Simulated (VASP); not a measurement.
# KBr: energy against volume

KBr (rock salt, Fm-3m, 35.228 Å³/atom and stress up to 0.01 GPa in the relaxed cell, cube axes along x, y and z) under an equal strain ε along all three axes. PBEsol in VASP (plane waves, PAW), 480 eV, 8×8×8 Γ-centred mesh, Gaussian smearing 0.05 eV; ions are relaxed, or left where forces stay under 0.02 eV/Å, within the symmetry of each cell.

Here V stands for volume and E for E less E0.

| volume (Å³/atom) | E less E0 (meV/atom) | pressure (GPa) |
|---|---|---|
| 33.1561 | 6.95 | 1.09 |
| 33.6662 | 3.89 | 0.79 |
| 34.1815 | 1.74 | 0.51 |
| 34.7020 | 0.47 | 0.24 |
| 35.2278 | 0.00 | 0.00 |
| 35.7589 | 0.30 | -0.22 |
| 36.2953 | 1.32 | -0.43 |
| 36.8370 | 3.01 | -0.61 |
| 37.3840 | 5.35 | -0.79 |
| 38.4944 | ? | ? |

Taking the third-order Birch-Murnaghan form, a cubic in V^(-2/3) for E over the 9 complete rows: With u = V^(-2/3) - 0.0931, the rows have u = 0.0037927, 0.0028115, 0.0018451, 0.0008933, -0.0000443, -0.0009680, -0.0018780, -0.0027745, -0.0036577. Least squares gives E = 0.004 + 120.5·u + 441521·u² + 2513508·u³. Residuals (row less fit): 0.001, 0.001, -0.005, 0.004, 0.000, 0.001, 0.002, -0.005, 0.003; standard error 0.004 (degrees of freedom: 5). Its minimum lies at u = -0.0001366, so V0 = (0.0929634)^(-3/2) = 35.28. There d²E/du² = 881000 and d³E/du³ = 1.508e7, so B0 = (4/9) × 35.28^(-7/3) × 881000 × 0.160218 = 15.4 GPa (the last factor turns the table's units into GPa), and B0' = 4 + (2/3) × 0.0929634 × (1.508e7)/881000 = 5.1. B0' rests on the cubic coefficient alone and has a standard error of 0.1 from these residuals.

Question: Predict the withheld E at V = 38.4944 from the fit, and compare with the calculation.

Answer: u = -0.0053861, so E = 0.004 + 120.5 × (-0.0053861) + 441521 × (-0.0053861)² + 2513508 × (-0.0053861)³ = 11.771 meV/atom. The calculation gives 11.79 meV/atom, 0.019 meV/atom above the prediction (0.2 % of the range of E in the table). The row lies outside the fitted rows, so this is an extrapolation. The scatter of the fitted rows lies at the last printed digit.

Other structures, which can take over under pressure, weren't tried. The same form fitted to the pressure column gives B0' = 5.0; series where the two differ by over 0.4 aren't shown. Rows are the converged runs of the series near zero and its far end, less any whose ions stayed unrelaxed beside relaxed ones; series whose fitted rows scatter by over a few per cent of the range, as at a crossing or softening among them, aren't shown in this form.
